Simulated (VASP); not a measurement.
Level of theory: PBE GGA with spin-orbit coupling, VASP's PBE PAW potentials (set 64) (plane waves; VASP).

Input for VASP

**INCAR**
```
! general
SYSTEM       =Hf2Zr
PREC         =Accurate
ENCUT        =300
LREAL        =.False.
LASPH        =.True.

! electronic loop
EDIFF        =1E-6
NELM         =100
ALGO         =Normal
LMAXMIX      =6

! smearing
ISMEAR       =0
SIGMA        =0.05

! functional
GGA          =PE
GGA_COMPAT   =.False.

! spin
MAGMOM       =9*0.0
LSORBIT      =.True.
LNONCOLLINEAR=.True.

! ions
ISIF         =2

! output
LWAVE        =.False.
LCHARG       =.False.
LORBIT       =11
```

File KPOINTS:
```
Automatic mesh
0
G
 7 7 7
0 0 0
```

**POSCAR**
```
Hf2Zr
1
   -1.9521690000     1.9521690000     4.7780160000
    1.9521690000    -1.9521690000     4.7780160000
    1.9521690000     1.9521690000    -4.7780160000
Zr Hf
1 2
Direct
  0.0000000000   0.0000000000   0.0000000000
  0.3353000000   0.3353000000   0.0000000000
  0.6647000000   0.6647000000   0.0000000000
```

POTCAR, in this order: Zr_sv Hf_pv (PBE.64 set). Program: vasp_ncl.

Output

OUTCAR:
```
 ion  position               nearest neighbor table
   1  0.000  0.000  0.000-   3 3.18   3 3.18   3 3.18   2 3.18   3 3.18   2 3.18   2 3.18   2 3.18
                             2 3.20   3 3.20
   2  0.335  0.335  0.000-   3 3.15   1 3.18   1 3.18   1 3.18   1 3.18   1 3.20   3 3.21   3 3.21
                             3 3.21   3 3.21
   3  0.665  0.665  0.000-   2 3.15   1 3.18   1 3.18   1 3.18   1 3.18   1 3.20   2 3.21   2 3.21
                             2 3.21   2 3.21
  LATTYP: Found a body centered tetragonal cell.
 ALAT       =     3.9043380000
 C/A-ratio  =     2.4475421954
 Subroutine PRICEL returns:
 Original cell was already a primitive cell.
 Subroutine GETGRP returns: Found 16 space group operations
The static configuration has the point symmetry D_4h.
The dynamic configuration has the point symmetry D_4h.
The overall configuration has the point symmetry D_4h.
 Subroutine INISYM returns: Found 16 space group operations
 Subroutine IBZKPT returns following result:
 Found     40 irreducible k-points:

 Following reciprocal coordinates:
            Coordinates               Weight
  0.000000  0.000000  0.000000      1.000000
  0.142857 -0.000000  0.000000      8.000000
  0.285714  0.000000  0.000000      8.000000
...
```

### OSZICAR
```
       N       E                     dE             d eps       ncg     rms          rms(c)
DAV:   1     0.151524050422E+03    0.15152E+03   -0.13202E+04  3392   0.104E+03
DAV:   2    -0.178400795407E+02   -0.16936E+03   -0.16331E+03  3688   0.326E+02
DAV:   3    -0.296194385298E+02   -0.11779E+02   -0.11087E+02  5024   0.562E+01
DAV:   4    -0.304229577538E+02   -0.80352E+00   -0.79025E+00  4816   0.124E+01
DAV:   5    -0.304460791161E+02   -0.23121E-01   -0.23089E-01  4416   0.191E+00    0.672E+01
DAV:   6    -0.295521040837E+02    0.89398E+00   -0.10838E+00  3528   0.731E+00    0.389E+01
DAV:   7    -0.293107509166E+02    0.24135E+00   -0.68883E-01  3928   0.541E+00    0.203E+01
DAV:   8    -0.293150785995E+02   -0.43277E-02   -0.11492E-01  4008   0.201E+00    0.177E+00
DAV:   9    -0.293047925141E+02    0.10286E-01   -0.49781E-02  3640   0.153E+00    0.371E-01
DAV:  10    -0.293050006962E+02   -0.20818E-03   -0.20274E-03  4648   0.291E-01    0.160E-01
DAV:  11    -0.293049978607E+02    0.28354E-05   -0.56506E-05  4584   0.444E-02    0.461E-02
DAV:  12    -0.293049987690E+02   -0.90824E-06   -0.10406E-05  4304   0.197E-02    0.489E-02
DAV:  13    -0.293050012301E+02   -0.24611E-05   -0.21708E-06  3264   0.106E-02    0.111E-02
DAV:  14    -0.293050017649E+02   -0.53485E-06   -0.31160E-07  2496   0.466E-03
   1 F= -.29305002E+02 E0= -.29301090E+02  d E =-.782273E-02  mag=     0.0000    -0.0000     0.0000
```

OUTCAR:
```
------------------------ aborting loop because EDIFF is reached ----------------------------------------
  FORCE on cell =-STRESS in cart. coord.  units (eV):
  Direction    XX          YY          ZZ          XY          YZ          ZX
  --------------------------------------------------------------------------------------
  Total       -3.6316232     -3.6316232     -2.4282847      0.0000000     -0.0000000      0.0000000
  in kB      -79.8856833    -79.8856833    -53.4155573      0.0000000     -0.0000000      0.0000000
  external PRESSURE =     -71.0623080 kB  Pullay stress =       0.0000000 kB
  volume of cell :       72.84
      direct lattice vectors                 reciprocal lattice vectors
    -1.952169000  1.952169000  4.778016000     0.000000000  0.256125366  0.104645945
     1.952169000 -1.952169000  4.778016000     0.256125366  0.000000000  0.104645945
     1.952169000  1.952169000 -4.778016000     0.256125366  0.256125366  0.000000000
 POSITION                                       TOTAL-FORCE (eV/Angst)
 -----------------------------------------------------------------------------------
      0.00000      0.00000      0.00000        -0.000000     -0.000000      0.000000
      0.00000      0.00000      3.20414         0.000000      0.000000     -0.143000
      0.00000      0.00000      6.35189        -0.000000     -0.000000      0.143000
 -----------------------------------------------------------------------------------
    total drift:                               -0.000000      0.000000     -0.000000
  FREE ENERGIE OF THE ION-ELECTRON SYSTEM (eV)
  ---------------------------------------------------
  free  energy   TOTEN  =       -29.3050017649 eV

  energy  without entropy=      -29.2971790389  energy(sigma->0) =      -29.30109040

 total charge

# of ion       s       p       d       tot
------------------------------------------
    1        2.210   5.945   1.653   9.807
    2        0.381   6.366   1.518   8.265
    3        0.381   6.366   1.518   8.265
--------------------------------------------------
tot          2.972  18.677   4.688  26.337

 magnetization (x)

# of ion       s       p       d       tot
------------------------------------------
    1        0.000   0.000   0.000   0.000
    2        0.000   0.000   0.000   0.000
    3        0.000   0.000   0.000   0.000
--------------------------------------------------
tot          0.000   0.000   0.000   0.000

 magnetization (y)

# of ion       s       p       d       tot
------------------------------------------
    1        0.000   0.000  -0.000  -0.000
    2        0.000   0.000  -0.000  -0.000
    3        0.000   0.000  -0.000  -0.000
--------------------------------------------------
tot          0.000   0.000  -0.000  -0.000

 magnetization (z)

# of ion       s       p       d       tot
------------------------------------------
    1        0.000  -0.000  -0.000  -0.000
    2        0.000   0.000   0.000   0.000
    3        0.000   0.000   0.000   0.000
--------------------------------------------------
tot          0.000  -0.000  -0.000  -0.000

 Ion:    1  E_soc:     -0.1334701

 Ion:    2  E_soc:     -1.3637616

 Ion:    3  E_soc:     -1.3637616
```
(Selected blocks of OUTCAR.)

At this cut-off the stress carries a Pulay error, which pulls relaxed volumes low.

The structure was generated: Hf2Zr was put into an ordered model structure, which need not be its known phase. The cell was not relaxed at this level. The k-mesh is coarse (spacing up to 0.33 per Å, 2π included), so the numbers may not be converged in it. The run is one of a series of settings (GGA_COMPAT = .FALSE., LNONCOLLINEAR = .TRUE., LSORBIT = .TRUE., MAGMOM = 0.0 0.0 0.0 0.0 0.0 0.0 0.0 0.0 0.0, program vasp_ncl against the base run), some of them coarse on purpose.
